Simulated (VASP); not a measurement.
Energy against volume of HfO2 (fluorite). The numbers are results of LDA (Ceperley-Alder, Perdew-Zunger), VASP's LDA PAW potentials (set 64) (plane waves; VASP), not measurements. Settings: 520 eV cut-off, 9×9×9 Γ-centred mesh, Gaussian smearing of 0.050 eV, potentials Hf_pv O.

```json
[
 {"V (Å³/atom)": "9.687", "E (eV/atom)": "-10.98529"},
 {"V (Å³/atom)": "9.996", "E (eV/atom)": "-11.01433"},
 {"V (Å³/atom)": "10.305", "E (eV/atom)": "-11.02362"},
 {"V (Å³/atom)": "10.615", "E (eV/atom)": "-11.01613"}
]
```

### Question
Fit these four points and predict the energy of the run at 10.924 Å³/atom.

### Answer
A cubic in V^(−2/3), the third-order Birch-Murnaghan form, passes through the four points with V0 = 10.31 Å³/atom and B0 = 288 GPa, and gives -10.9945 eV/atom there. The run gave -10.9943 eV/atom, +0.2 meV/atom from the fit; all five points give B0 = 289 GPa.

The compound is HfO2 in the fluorite structure, the high-temperature cubic form, which is unstable at 0 K; the monoclinic form is the stable one. It was relaxed first, which changed the volume by -6 %.
